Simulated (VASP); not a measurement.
Level of theory: PBEsol GGA, VASP's PBE PAW potentials (set 64) (plane waves; VASP).

Input for VASP

### POSCAR
```
VBiO4
1
   -3.6511696700     3.6511696700     3.2060737574
    3.6511696700    -3.6511696700     3.2060737574
    3.6511696700     3.6511696700    -3.2060737574
V Bi O
2 2 8
Direct
  0.2500000000   0.7500000000   0.5000000000
  0.5000000000   0.5000000000   0.0000000000
  0.0000000000   0.0000000000   0.0000000000
  0.7500000000   0.2500000000   0.5000000000
  0.6703311084   0.4888808660   0.8185497576
  0.2388808660   0.9203311084   0.3185497576
  0.6703311084   0.8517813507   0.1814502424
  0.6017813507   0.9203311084   0.6814502424
  0.0796688916   0.3982186493   0.3185497576
  0.5111191340   0.3296688916   0.1814502424
  0.0796688916   0.7611191340   0.6814502424
  0.1482186493   0.3296688916   0.8185497576
```

**INCAR**
```
EDIFF = 1E-7
GGA = PS   # PBEsol
PREC = Accurate
SYSTEM = VBiO4
LWAVE = F
ISMEAR = -5   # tetrahedra, Bloechl
LEFG = T
ALGO = Normal   # blocked Davidson
LREAL = F
NEDOS = 601
ENCUT = 520
LCHARG = T
LMAXMIX = 4
NELM = 100   # most electronic steps
ISIF = 2   # forces and stress, cell fixed
LORBIT = 11   # lm-projected
LASPH = T
```

**KPOINTS**
```
kpoints
0
gamma
5 5 5
```

POTCAR, in this order: V_sv Bi_d O (PBE.64 set). Program: vasp_std.

Predict the energy per atom (σ→0).

The energy per atom (σ→0) is -7.799 eV/atom.

OSZICAR:
```
...
DAV:  12    -0.935820966360E+02    0.30543E-01   -0.80433E-02  2552   0.256E+00    0.178E-01
DAV:  13    -0.935826180693E+02   -0.52143E-03   -0.64221E-03  3224   0.430E-01    0.106E-01
DAV:  14    -0.935826950138E+02   -0.76944E-04   -0.24772E-04  2912   0.960E-02    0.103E-01
DAV:  15    -0.935826251085E+02    0.69905E-04   -0.29565E-04  2690   0.159E-01    0.409E-02
DAV:  16    -0.935826234528E+02    0.16557E-05   -0.26192E-05  2584   0.306E-02    0.959E-03
DAV:  17    -0.935826219965E+02    0.14563E-05   -0.26251E-06  2868   0.141E-02    0.296E-03
DAV:  18    -0.935826219605E+02    0.35994E-07   -0.53441E-07  2234   0.379E-03
   1 F= -.93582622E+02 E0= -.93582622E+02  d E =0.000000E+00
```

The structure comes from a computed database's VBiO4 entry (I4_1/amd); how it stands against other phases isn't given here. It was relaxed first. The run is not spin-polarised, so no magnetic state was tried.
